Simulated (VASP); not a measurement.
Here is the system:

```yaml
crystal:
  lattice:
    - [2.18816, -3.79000, 0.00000]
    - [2.18816, 3.79000, 0.00000]
    - [0.00000, 0.00000, 7.13601]
  atoms:
    - { symbol: Cd, position: [0.66667, 0.33333, 0.50006] }
    - { symbol: Cd, position: [0.33333, 0.66667, 0.00006] }
    - { symbol: Se, position: [0.66667, 0.33333, 0.87594] }
    - { symbol: Se, position: [0.33333, 0.66667, 0.37594] }
```

Computed with PBE GGA with D3 dispersion (Becke-Johnson damping), VASP's PBE PAW potentials (set 64) (plane waves; VASP). Run with 520 eV cut-off, 6×6×3 Γ-centred mesh, Gaussian smearing of 0.050 eV, potentials Cd Se.

Give the stress tensor in GPa (positive for a compressed cell).

```
-1.38   0.00   0.00
 0.00  -1.38   0.00
 0.00   0.00  -1.32
```
The pressure is its mean diagonal, -1.36 GPa.

The compound is CdSe in the wurtzite structure. This cell is one point of a volume scan, at 1.03 of the reference volume.
